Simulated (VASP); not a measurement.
Given:

```yaml
crystal:
  lattice:
    - [3.19359, 0.00000, 0.00000]
    - [0.00000, 4.51641, 0.00000]
    - [0.00000, 0.00000, 20.51640]
  atoms:
    - { symbol: Zr, position: [0.00000, 0.75000, 0.38993] }
    - { symbol: Zr, position: [0.00000, 0.25000, 0.50000] }
    - { symbol: Zr, position: [0.00000, 0.75000, 0.61007] }
    - { symbol: B, position: [0.50000, 0.25000, 0.38993] }
    - { symbol: B, position: [0.50000, 0.75000, 0.50000] }
    - { symbol: B, position: [0.50000, 0.25000, 0.61007] }
```

Calculation: PBE GGA, VASP's PBE PAW potentials (set 64) (plane waves; VASP). Run with 400 eV cut-off, 4×3×1 Γ-centred mesh, Fermi-Dirac smearing of 0.10 eV, potentials Zr_sv B.

At this cut-off the stress carries a Pulay error, which pulls relaxed volumes low. The cell holds a wide vacuum, so values per volume refer to the whole cell.

Q: Give the force on each atom (eV/Å).

A: 
```tsv
atom	Fx	Fy	Fz
Zr1	0.000	0.000	0.759
Zr2	0.000	0.000	0.000
Zr3	0.000	0.000	-0.759
B4	0.000	0.000	0.185
B5	0.000	0.000	0.000
B6	0.000	0.000	-0.185
```

Q: Give the stress tensor in GPa (positive for a compressed cell).

A: 
```
 -8.04    0.00    0.00
  0.00  -11.51    0.00
  0.00    0.00   -2.37
```
The pressure is its mean diagonal, -7.30 GPa.

The cell is a sheet with vacuum, built from a generated structure.
